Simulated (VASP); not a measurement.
Calculation: revPBE GGA, VASP's PBE PAW potentials (set 64) (plane waves; VASP 6.6.1).

Input for VASP

INCAR:
```
# general
SYSTEM   =  Zr
PREC     =  Accurate
ENCUT    =  520
LREAL    =  .False.   # projection in real space or not
LASPH    =  .True.

# electronic loop
EDIFF    =  1E-6
NELM     =  100   # most electronic steps
ALGO     =  Normal
LMAXMIX  =  4   # l cut-off of mixed one-centre charges

# smearing
ISMEAR   =  1   # Methfessel-Paxton
SIGMA    =  0.1

# functional
GGA      =  RE   # revPBE

# ions
IBRION   =  2   # conjugate gradients
NSW      =  60   # most ionic steps
ISIF     =  3
EDIFFG   =  -0.01

# output
LWAVE    =  .False.
LCHARG   =  .False.
```

**POSCAR**
```
Zr
1.0
  1.6150000000  -2.7972620000   0.0000000000
  1.6150000000   2.7972620000   0.0000000000
  0.0000000000   0.0000000000   5.1500000000
Zr
2
Cart
  1.6150000000   0.9324225315   1.2875000000
  1.6150000000  -0.9324225315   3.8625000000
```

KPOINTS:
```
Automatic mesh
0
Gamma
12 12 7
0 0 0
```

POTCAR, in this order: Zr_sv (PBE.64 set). Program: vasp_std.

The resulting files:

### OUTCAR
```
 ion  position               nearest neighbor table
   1  0.333  0.667  0.250-   2 3.18   2 3.18   2 3.18   2 3.18   2 3.18   2 3.18
   2  0.667  0.333  0.750-   1 3.18   1 3.18   1 3.18   1 3.18   1 3.18   1 3.18
  LATTYP: Found a hexagonal cell.
 ALAT       =     3.2299999530
 C/A-ratio  =     1.5944272678
 Subroutine PRICEL returns:
 Original cell was already a primitive cell.
 Subroutine GETGRP returns: Found 24 space group operations
The static configuration has the point symmetry D_3d.
 The point group associated with its full space group is D_6h.
The dynamic configuration has the point symmetry D_3d.
 Subroutine INISYM returns: Found 24 space group operations
 Subroutine IBZKPT returns following result:
 Found     76 irreducible k-points:

 Following reciprocal coordinates:
            Coordinates               Weight
  0.000000  0.000000  0.000000      1.000000
  0.083333  0.000000  0.000000      6.000000
  0.166667 -0.000000  0.000000      6.000000
  0.250000 -0.000000  0.000000      6.000000
  0.333333  0.000000  0.000000      6.000000
  0.416667  0.000000  0.000000      6.000000
  0.500000 -0.000000  0.000000      3.000000
  0.083333  0.083333  0.000000      6.000000
  0.166667  0.083333  0.000000     12.000000
  0.250000  0.083333  0.000000     12.000000
  0.333333  0.083333  0.000000     12.000000
  0.416667  0.083333  0.000000     12.000000
  0.166667  0.166667  0.000000      6.000000
  0.250000  0.166667  0.000000     12.000000
  0.333333  0.166667  0.000000     12.000000
  0.416667  0.166667  0.000000      6.000000
  0.250000  0.250000  0.000000      6.000000
  0.333333  0.250000  0.000000     12.000000
  0.333333  0.333333  0.000000      2.000000
  0.000000  0.000000  0.142857      2.000000
  0.083333  0.000000  0.142857     12.000000
  0.166667 -0.000000  0.142857     12.000000
  0.250000 -0.000000  0.142857     12.000000
  0.333333  0.000000  0.142857     12.000000
  0.416667  0.000000  0.142857     12.000000
  0.500000 -0.000000  0.142857      6.000000
  0.083333  0.083333  0.142857     12.000000
  0.166667  0.083333  0.142857     24.000000
  0.250000  0.083333  0.142857     24.000000
  0.333333  0.083333  0.142857     24.000000
  0.416667  0.083333  0.142857     24.000000
  0.166667  0.166667  0.142857     12.000000
  0.250000  0.166667  0.142857     24.000000
  0.333333  0.166667  0.142857     24.000000
  0.416667  0.166667  0.142857     12.000000
  0.250000  0.250000  0.142857     12.000000
  0.333333  0.250000  0.142857     24.000000
  0.333333  0.333333  0.142857      4.000000
  0.000000  0.000000  0.285714      2.000000
  0.083333  0.000000  0.285714     12.000000
   k-points           NKPTS =     76   k-points in BZ     NKDIM =     76   number of bands    NBANDS=     16
   number of dos      NEDOS =    301   number of ions     NIONS =      2
   total plane-waves  NPLWV =  23040
   dimension x,y,z NGX =    24 NGY =   24 NGZ =   40
   dimension x,y,z NGXF=    48 NGYF=   48 NGZF=   80
   ions per type =               2
   PREC   = accura    normal or accurate (medium, high low for compatibility)
   ISTART =      0    job   : 0-new  1-cont  2-samecut
   ICHARG =      2    charge: 1-file 2-atom 10-const
   ISPIN  =      1    spin polarized calculation?
   LNONCOLLINEAR =      F non collinear calculations
   LSORBIT =      F    spin-orbit coupling
   INIWAV =      1    electr: 0-lowe 1-rand  2-diag
   ENCUT  =  520.0 eV  38.22 Ry    6.18 a.u.   6.01  6.01  9.58*2*pi/ulx,y,z
   NELM   =    100;   NELMIN=  2; NELMDL= -5     # of ELM steps
   EDIFF  = 0.1E-05   stopping-criterion for ELM
   LREAL  =      F    real-space projection
...
```

File OSZICAR:
```
       N       E                     dE             d eps       ncg     rms          rms(c)
DAV:   1     0.215649500912E+03    0.21565E+03   -0.13553E+04  2432   0.149E+03
DAV:   2    -0.267033373108E+01   -0.21832E+03   -0.21640E+03  3112   0.414E+02
DAV:   3    -0.167248511446E+02   -0.14055E+02   -0.13916E+02  4560   0.780E+01
DAV:   4    -0.170151099337E+02   -0.29026E+00   -0.29023E+00  2696   0.120E+01
DAV:   5    -0.170230181313E+02   -0.79082E-02   -0.79082E-02  3912   0.139E+00    0.140E+01
DAV:   6    -0.164530037949E+02    0.57001E+00   -0.93596E-01  2504   0.870E+00    0.550E+00
DAV:   7    -0.163448217691E+02    0.10818E+00   -0.62128E-01  3456   0.621E+00    0.112E+00
DAV:   8    -0.163526020605E+02   -0.77803E-02   -0.43993E-02  3224   0.172E+00    0.302E-01
DAV:   9    -0.163528383465E+02   -0.23629E-03   -0.20842E-03  2936   0.505E-01    0.427E-02
DAV:  10    -0.163527759829E+02    0.62364E-04   -0.52577E-05  3640   0.508E-02    0.249E-02
DAV:  11    -0.163527755620E+02    0.42085E-06   -0.13886E-05  2664   0.465E-02    0.496E-03
DAV:  12    -0.163527755108E+02    0.51234E-07   -0.40673E-07  1872   0.514E-03
   1 F= -.16352776E+02 E0= -.16352331E+02  d E =-.163528E+02
       N       E                     dE             d eps       ncg     rms          rms(c)
DAV:   1    -0.167245628725E+02   -0.37179E+00   -0.13265E+01  2680   0.389E+01    0.540E+00
DAV:   2    -0.164202281079E+02    0.30433E+00   -0.13540E+00  3016   0.106E+01    0.210E+00
DAV:   3    -0.163353804844E+02    0.84848E-01   -0.44704E-01  3544   0.522E+00    0.104E+00
DAV:   4    -0.163454159657E+02   -0.10035E-01   -0.41597E-02  3024   0.103E+00    0.439E-01
DAV:   5    -0.163533056770E+02   -0.78897E-02   -0.23455E-02  3664   0.871E-01    0.229E-01
DAV:   6    -0.163535545087E+02   -0.24883E-03   -0.12256E-03  2960   0.268E-01    0.582E-02
DAV:   7    -0.163535819366E+02   -0.27428E-04   -0.48651E-05  3224   0.647E-02    0.213E-02
DAV:   8    -0.163535823211E+02   -0.38451E-06   -0.11187E-05  3112   0.355E-02    0.569E-03
DAV:   9    -0.163535821226E+02    0.19849E-06   -0.45652E-07  1752   0.493E-03
   2 F= -.16353582E+02 E0= -.16353090E+02  d E =-.806612E-03
       N       E                     dE             d eps       ncg     rms          rms(c)
DAV:   1    -0.164549702905E+02   -0.10139E+00   -0.32311E+00  2840   0.189E+01    0.289E+00
DAV:   2    -0.163730151873E+02    0.81955E-01   -0.28556E-01  2856   0.504E+00    0.972E-01
DAV:   3    -0.163552410446E+02    0.17774E-01   -0.11085E-01  3504   0.250E+00    0.559E-01
DAV:   4    -0.163579822262E+02   -0.27412E-02   -0.91610E-03  3032   0.476E-01    0.228E-01
DAV:   5    -0.163600343737E+02   -0.20521E-02   -0.67584E-03  3640   0.471E-01    0.952E-02
DAV:   6    -0.163600413227E+02   -0.69491E-05   -0.29217E-04  3392   0.137E-01    0.308E-02
DAV:   7    -0.163600526256E+02   -0.11303E-04   -0.12217E-05  3288   0.363E-02    0.745E-03
DAV:   8    -0.163600563806E+02   -0.37550E-05   -0.11775E-06  1776   0.134E-02    0.262E-03
DAV:   9    -0.163600567131E+02   -0.33255E-06   -0.27390E-07  1440   0.541E-03
   3 F= -.16360057E+02 E0= -.16359567E+02  d E =-.728120E-02
       N       E                     dE             d eps       ncg     rms          rms(c)
DAV:   1    -0.163600942437E+02   -0.37863E-04   -0.14127E-03  2880   0.397E-01    0.593E-02
DAV:   2    -0.163600614485E+02    0.32795E-04   -0.13001E-04  2960   0.107E-01    0.206E-02
DAV:   3    -0.163600545629E+02    0.68856E-05   -0.48722E-05  3576   0.526E-02    0.114E-02
DAV:   4    -0.163600544325E+02    0.13032E-06   -0.39053E-06  2408   0.102E-02
   4 F= -.16360054E+02 E0= -.16359565E+02  d E =-.727892E-02
       N       E                     dE             d eps       ncg     rms          rms(c)
DAV:   1    -0.163601865725E+02   -0.13201E-03   -0.71978E-03  2448   0.801E-01    0.618E-02
DAV:   2    -0.163601004284E+02    0.86144E-04   -0.22434E-04  2768   0.121E-01    0.290E-02
DAV:   3    -0.163600751566E+02    0.25272E-04   -0.10068E-04  3312   0.735E-02    0.591E-03
DAV:   4    -0.163600758732E+02   -0.71661E-06   -0.17954E-06  2080   0.125E-02
   5 F= -.16360076E+02 E0= -.16359596E+02  d E =-.214406E-04
       N       E                     dE             d eps       ncg     rms          rms(c)
DAV:   1    -0.163602369332E+02   -0.16178E-03   -0.10209E-02  2448   0.954E-01    0.734E-02
DAV:   2    -0.163601150413E+02    0.12189E-03   -0.31529E-04  2800   0.143E-01    0.344E-02
DAV:   3    -0.163600799611E+02    0.35080E-04   -0.14216E-04  3312   0.873E-02    0.703E-03
DAV:   4    -0.163600809690E+02   -0.10079E-05   -0.26836E-06  2312   0.151E-02    0.303E-03
DAV:   5    -0.163600814540E+02   -0.48502E-06   -0.41267E-07  1432   0.608E-03
   6 F= -.16360081E+02 E0= -.16359613E+02  d E =-.270215E-04
       N       E                     dE             d eps       ncg     rms          rms(c)
DAV:   1    -0.163600956000E+02   -0.14631E-04   -0.85067E-04  2448   0.275E-01    0.213E-02
DAV:   2    -0.163600856398E+02    0.99602E-05   -0.26492E-05  2736   0.415E-02    0.100E-02
DAV:   3    -0.163600827852E+02    0.28545E-05   -0.12021E-05  3240   0.254E-02    0.203E-03
DAV:   4    -0.163600826487E+02    0.13658E-06   -0.20265E-07  1392   0.434E-03
   7 F= -.16360083E+02 E0= -.16359611E+02  d E =-.282161E-04
```

OUTCAR:
```
------------------------ aborting loop because EDIFF is reached ----------------------------------------
  FORCE on cell =-STRESS in cart. coord.  units (eV):
  Direction    XX          YY          ZZ          XY          YZ          ZX
  --------------------------------------------------------------------------------------
  Total       -0.0120815     -0.0120815     -0.0153097      0.0000000      0.0000000      0.0000000
  in kB       -0.4063883     -0.4063883     -0.5149745      0.0000000      0.0000000      0.0000000
  external PRESSURE =      -0.4425837 kB  Pullay stress =       0.0000000 kB
  volume of cell :       47.63
      direct lattice vectors                 reciprocal lattice vectors
     1.625538389 -2.815515024 -0.000000000     0.307590398 -0.177587403  0.000000000
     1.625538389  2.815515024  0.000000000     0.307590398  0.177587403  0.000000000
    -0.000000000 -0.000000000  5.203614848    -0.000000000 -0.000000000  0.192174100
 POSITION                                       TOTAL-FORCE (eV/Angst)
 -----------------------------------------------------------------------------------
      1.62554      0.93851      1.30090         0.000000      0.000000     -0.000000
      1.62554     -0.93851      3.90271        -0.000000     -0.000000      0.000000
 -----------------------------------------------------------------------------------
    total drift:                                0.000000      0.001136     -0.000019
  FREE ENERGIE OF THE ION-ELECTRON SYSTEM (eV)
  ---------------------------------------------------
  free  energy   TOTEN  =       -16.3600826487 eV

  energy  without entropy=      -16.3586676174  energy(sigma->0) =      -16.35961097

 reached required accuracy - stopping structural energy minimisation
```
(Selected blocks of OUTCAR.)

CONTCAR:
```
Zr
   1.00000000000000
     1.6255383888977462   -2.8155150239410318   -0.0000000000000000
     1.6255383888977462    2.8155150239410318    0.0000000000000000
    -0.0000000000000000   -0.0000000000000000    5.2036148483808198
  Zr
     2
Direct
     0.3333330000000032    0.6666669999999968    0.2500000000000000
     0.6666669999999968    0.3333330000000032    0.7500000000000000
```

**OUTCAR**
```
 val. band max:        8.8055805885   @ k =   0.0833   0.0833   0.0000

 cond. band min:       8.8360028297   @ k =   0.1667  -0.0000   0.2857


 Fermi energy:         8.8243865375

 k-point     1 :       0.0000    0.0000    0.0000
  band No.  band energies     occupation
      1     -40.1023      2.00000
      2     -39.9650      2.00000
      3     -18.5780      2.00000
      4     -17.7709      2.00000
      5     -17.7709      2.00000
      6     -17.6557      2.00000
      7     -17.6428      2.00000
      8     -17.6428      2.00000
      9       3.1948      2.00000
     10       5.8368      2.00000
     11       9.6789     -0.00000
     12       9.6789     -0.00000
     13       9.7715     -0.00000
     14       9.8396     -0.00000
     15      10.3385     -0.00000
     16      10.3385     -0.00000

 k-point     2 :       0.0833    0.0000    0.0000
  band No.  band energies     occupation
      1     -40.0951      2.00000
      2     -39.9619      2.00000
      3     -18.5583      2.00000
      4     -17.8146      2.00000
      5     -17.7852      2.00000
      6     -17.6882      2.00000
      7     -17.6640      2.00000
      8     -17.6487      2.00000
      9       3.3845      2.00000
     10       6.0105      2.00000
     11       9.2386     -0.00000
     12       9.4821     -0.00000
     13       9.8545     -0.00000
     14      10.0908     -0.00000
     15      10.1974     -0.00000
     16      10.5031     -0.00000

 k-point     3 :       0.1667   -0.0000    0.0000
  band No.  band energies     occupation
      1     -40.0750      2.00000
      2     -39.9538      2.00000
      3     -18.5022      2.00000
      4     -17.9341      2.00000
      5     -17.8228      2.00000
      6     -17.8090      2.00000
      7     -17.6890      2.00000
      8     -17.6660      2.00000
      9       3.9192      2.00000
     10       6.4537      2.00000
     11       8.6764      2.05709
     12       8.7067      2.07016
     13       9.7711     -0.00000
...
```

Energy and stress use the plane-wave basis of the starting cell.

The compound is Zr in the hcp structure. This run relaxes it. Symmetry was kept, so distortions that lower it aren't found.
